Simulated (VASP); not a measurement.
Output of a VASP run:

OSZICAR:
```
       N       E                     dE             d eps       ncg     rms          rms(c)
DAV:   1     0.172376842380E+03    0.17238E+03   -0.10209E+04  2856   0.291E+03
DAV:   2     0.104077948525E+02   -0.16197E+03   -0.15488E+03  2264   0.655E+02
DAV:   3    -0.153277503510E+02   -0.25736E+02   -0.24962E+02  2688   0.154E+02
DAV:   4    -0.164179818518E+02   -0.10902E+01   -0.10850E+01  2688   0.346E+01
DAV:   5    -0.164474384623E+02   -0.29457E-01   -0.29420E-01  2832   0.605E+00    0.453E+01
DAV:   6    -0.157377686377E+02    0.70967E+00   -0.14924E+00  3184   0.936E+00    0.278E+01
DAV:   7    -0.156872885873E+02    0.50480E-01   -0.29201E-01  2904   0.596E+00    0.150E+01
DAV:   8    -0.156860922389E+02    0.11963E-02   -0.24206E-02  3144   0.219E+00    0.201E+00
DAV:   9    -0.156818366671E+02    0.42556E-02   -0.10328E-02  2736   0.117E+00    0.307E-01
DAV:  10    -0.156816100931E+02    0.22657E-03   -0.19915E-03  3112   0.725E-01    0.915E-02
DAV:  11    -0.156816101535E+02   -0.60421E-07   -0.53221E-05  2536   0.760E-02    0.358E-02
DAV:  12    -0.156816099069E+02    0.24659E-06   -0.91111E-06  2976   0.408E-02
   1 F= -.15681610E+02 E0= -.15680475E+02  d E =-.340489E-02  mag=    -0.0000     0.0000    -0.0000
```

### OUTCAR
```
------------------------ aborting loop because EDIFF is reached ----------------------------------------
  FORCE on cell =-STRESS in cart. coord.  units (eV):
  Direction    XX          YY          ZZ          XY          YZ          ZX
  --------------------------------------------------------------------------------------
  Total        0.0401475      0.0401475      0.0401475      0.0000000      0.0000000      0.0000000
  in kB        1.7239663      1.7239663      1.7239663      0.0000000      0.0000000      0.0000000
  external PRESSURE =       1.7239663 kB  Pullay stress =       0.0000000 kB
  volume of cell :       37.31
      direct lattice vectors                 reciprocal lattice vectors
     3.341540000  0.000000000  0.000000000     0.299263214  0.000000000  0.000000000
     0.000000000  3.341540000  0.000000000     0.000000000  0.299263214  0.000000000
     0.000000000  0.000000000  3.341540000     0.000000000  0.000000000  0.299263214
 POSITION                                       TOTAL-FORCE (eV/Angst)
 -----------------------------------------------------------------------------------
      0.00000      0.00000      0.00000         0.000000      0.000000      0.000000
      1.67077      1.67077      1.67077         0.000000      0.000000      0.000000
 -----------------------------------------------------------------------------------
    total drift:                                0.000000     -0.000000     -0.000000
  FREE ENERGIE OF THE ION-ELECTRON SYSTEM (eV)
  ---------------------------------------------------
  free  energy   TOTEN  =       -15.6816099069 eV

  energy  without entropy=      -15.6782050161  energy(sigma->0) =      -15.68047494

 Ion:    1  E_soc:     -1.3810469

 Ion:    2  E_soc:     -0.0249178
```
(Selected blocks of OUTCAR.)

**POSCAR**
```
HfGe
1
    3.3415400000     0.0000000000     0.0000000000
    0.0000000000     3.3415400000     0.0000000000
    0.0000000000     0.0000000000     3.3415400000
Hf Ge
1 1
Direct
  0.0000000000   0.0000000000   0.0000000000
  0.5000000000   0.5000000000   0.5000000000
```

Problem. Reconstruct the remaining input files.

Solution. Several could match; the one computed here: the input of the run itself, PBE GGA with spin-orbit coupling, plane waves, VASP's PBE PAW potentials (set 64).

### INCAR
```
! general
SYSTEM    =HfGe
PREC      =Accurate
ENCUT     =400   ! plane-wave cut-off (eV)
LREAL     =.False.
LASPH     =.True.   ! aspherical one-centre terms

! electronic loop
EDIFF     =1E-6   ! SCF stop (eV)
NELM      =100   ! most electronic steps
ALGO      =Normal
LMAXMIX   =6

! smearing
ISMEAR    =1
SIGMA     =0.1   ! width (eV)

! functional
GGA       =PE   ! PBE
GGA_COMPAT=.False.

! spin
MAGMOM    =6*0
LSORBIT   =.True.

! ions
ISIF      =2

! output
LWAVE     =.False.
LCHARG    =.False.
```

**KPOINTS**
```
kpoints
0
Gamma
  8 8 8
```

POTCAR, in this order: Hf_pv Ge_d (PBE.64 set). Program: vasp_ncl.

The structure was generated: HfGe was put into the CsCl type (Pm-3m), which need not be its known phase. The cell was not relaxed at this level.
